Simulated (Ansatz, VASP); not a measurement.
## Two plane-wave programs on BaMgVO3

File INCAR:

```
SYSTEM = BaMgVO3
ALGO = Normal
EDIFF = 1E-7
ENCUT = 520
GGA = PE
ISIF = 2
ISMEAR = -1
ISPIN = 2
LASPH = .TRUE.
LCHARG = .FALSE.
LMAXMIX = 4
LORBIT = 11
LREAL = .FALSE.
LWAVE = .FALSE.
MAGMOM = 0 2 0 0 0 0
NBANDS = 34
NELM = 120
PREC = Accurate
SIGMA = 0.05
```

Contents of KPOINTS:

```
k-points
0
G
  7 7 5
  0 0 0
```

The input POSCAR:

```
BaMgVO3
1.0
    2.7912409095     -2.7768480122      0.0000000000
    2.7912409095      2.7768480122      0.0000000000
   -2.1036582535      0.0000000000      5.1378462869
Ba V Mg O
1 1 1 3
Direct
    0.8779043000      0.8779043000      0.0480078700
    0.5832049500      0.5832049500      0.4225561000
    0.1893630000      0.1893630000      0.6550739800
    0.3403388500      0.3403388500      0.0308237900
    0.6389360400      0.1202528600      0.5384356300
    0.1202528600      0.6389360400      0.5384356300
```

Contents of input.yaml:

```yaml
crystal:
  lattice:
    - [2.7912409095, -2.7768480122, 0.0]
    - [2.7912409095, 2.7768480122, 0.0]
    - [-2.1036582535, 0.0, 5.1378462869]
  atoms:
    - { symbol: Ba, position: [0.8779043, 0.8779043, 0.04800787] }
    - { symbol: V, position: [0.58320495, 0.58320495, 0.4225561], spin: 2.0 }
    - { symbol: Mg, position: [0.189363, 0.189363, 0.65507398] }
    - { symbol: O, position: [0.34033885, 0.34033885, 0.03082379] }
    - { symbol: O, position: [0.63893604, 0.12025286, 0.53843563] }
    - { symbol: O, position: [0.12025286, 0.63893604, 0.53843563] }
hamiltonian:
  xc: pbe
  pseudopotentials: { kind: paw }
magnetization:
  spin_polarized: true
kpoints:
  mp_grid: { grid: [7, 7, 5] }
scf:
  occupations: { method: fermi_dirac, width: 0.05 }
output:
  forces: true
  stress: true
  eigenvalues: true
```

Change from the starting cell: volume scaled by 0.94.

Alike in both runs: task single point; functional PBE; k mesh 7 × 7 × 5; occupations fermi-dirac, width 0.05 eV; collinear spin, ferromagnetic start.

```csv
,VASP,Ansatz
version,VASP 6.6.1,Ansatz 0.2.0
potentials or method,"VASP PAW PBE potentials, release 64 (Ba_sv, V_sv, Mg, O)",Ansatz PAW
plane-wave cutoff (eV),520,420
valence electrons in the cell,43,51
```

```tsv
	VASP	Ansatz	Ansatz less VASP
gap on the k mesh at the Fermi level (eV)	0.05	0.06	+0.010
least direct gap on the mesh (eV)	0.11	0.12	+0.006
pressure (GPa)	6.6	5.5	-1.16
largest component of the traceless stress (GPa)	2.43	2.27	-0.162
rms of the force components (eV/Å)	0.158	0.162	+0.0034
net moment per atom (μB)	0.50	0.50	0.000
size of the moment on the site where the two differ most (μB)	2.36	1.90	-0.465
```

Site moments also hang on the region over which each program counts them. Atom by atom the forces differ by 0.031 eV/Å (rms over components). The two sets of potentials don't hold the same shells in valence.

Caveats: spin-orbit coupling is left out, which moves the levels of the heavy elements; an odd mesh through Γ misses points on the zone boundary, where band edges often lie (VASP); odd divisions of the mesh miss points on the zone boundary, where band edges often lie, so the gap on the mesh can be too wide (Ansatz); the pressure holds a Pulay correction of +0.5 GPa for the finite cutoff (Ansatz).
